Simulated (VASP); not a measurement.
## Sn3P2: density of states with PBE

Sn3P2:

```
Sn P
1.0
     3.98714    0.00000    0.00000
    -1.99357    3.45296    0.00000
     0.00000    0.00000    9.01647
Sn P
3 2
Direct
  0.66667 0.33333 0.35414
  0.33333 0.66667 0.64586
  0.00000 0.00000 0.00000
  0.33333 0.66667 0.19246
  0.66667 0.33333 0.80754
```

The cell was built by a generator and needn't be a form met in nature.

| Quantity | Value |
| --- | --- |
| Program | VASP 6.6.1 |
| Task | density of states |
| Functional | PBE |
| Potentials or basis | VASP PAW PBE potentials, release 64 (Sn_d, P) |
| Cutoff | 520 eV |
| k mesh | 8 × 8 × 4 |
| Occupations | gaussian, width 0.1 eV |
| Spin | no spin polarisation |
| k mesh for the DOS | 12 × 12 × 6 |
| Occupations for the DOS | tetrahedron |
| Further INCAR settings | ALGO = Normal; EDIFF = 1e-06 |

```yaml
Valence_electrons_inside_the_program's_atomic_spheres: Sn 12.16, 12.11; P 2.46
```

Levels at points of the mesh, in eV from the Fermi level:
```tsv
k point	band 24	band 25	band 26	band 27	band 28	band 29
(0.00, 0.00, 0.00)	-1.41	-0.19	-0.01	1.65	1.65	2.18
(0.50, 0.00, 0.00)	-2.37	-2.26	-0.89	-0.14	0.84	0.84
(0.00, 0.00, 0.50)	-1.31	-1.31	0.44	1.36	1.36	1.85
(0.50, 0.00, 0.50)	-3.00	-2.52	-0.76	-0.56	1.78	2.08
```

States per cell in windows of 1 eV (zero at the Fermi level; states under -8 eV left out):
| from (eV) | total | Sn1_p | Sn2_p | P4_p | P5_p | Sn3_p | Sn1_s |
| --- | --- | --- | --- | --- | --- | --- | --- |
| -8.0 | 2.64 | 0.02 | 0.02 | 0.08 | 0.08 | 0.02 | 0.42 |
| -7.0 | 1.83 | 0.02 | 0.02 | 0.06 | 0.06 | 0.02 | 0.26 |
| -6.0 | 0.64 | 0.01 | 0.01 | 0.03 | 0.03 | 0.02 | 0.07 |
| -5.0 | 1.96 | 0.10 | 0.10 | 0.15 | 0.15 | 0.16 | 0.06 |
| -4.0 | 2.69 | 0.17 | 0.17 | 0.26 | 0.26 | 0.17 | 0.04 |
| -3.0 | 3.21 | 0.21 | 0.21 | 0.34 | 0.34 | 0.17 | 0.06 |
| -2.0 | 2.90 | 0.20 | 0.20 | 0.32 | 0.32 | 0.11 | 0.07 |
| -1.0 | 1.41 | 0.10 | 0.10 | 0.11 | 0.11 | 0.08 | 0.06 |
| 0.0 | 2.09 | 0.19 | 0.19 | 0.08 | 0.08 | 0.23 | 0.05 |
| 1.0 | 3.17 | 0.35 | 0.35 | 0.09 | 0.09 | 0.42 | 0.04 |
| 2.0 | 2.91 | 0.29 | 0.29 | 0.16 | 0.16 | 0.23 | 0.03 |
| 3.0 | 1.76 | 0.14 | 0.14 | 0.11 | 0.11 | 0.12 | 0.01 |
| 4.0 | 0.02 | 0.00 | 0.00 | 0.00 | 0.00 | 0.00 | 0.00 |
| 5.0 | 0.00 | 0.00 | 0.00 | 0.00 | 0.00 | 0.00 | 0.00 |

It took 120 s on 2 MPI ranks on Intel(R) Xeon(R) Platinum 8375C CPU @ 2.90GHz (Ice Lake), on a shared host, peak memory 0.43 GiB a rank.
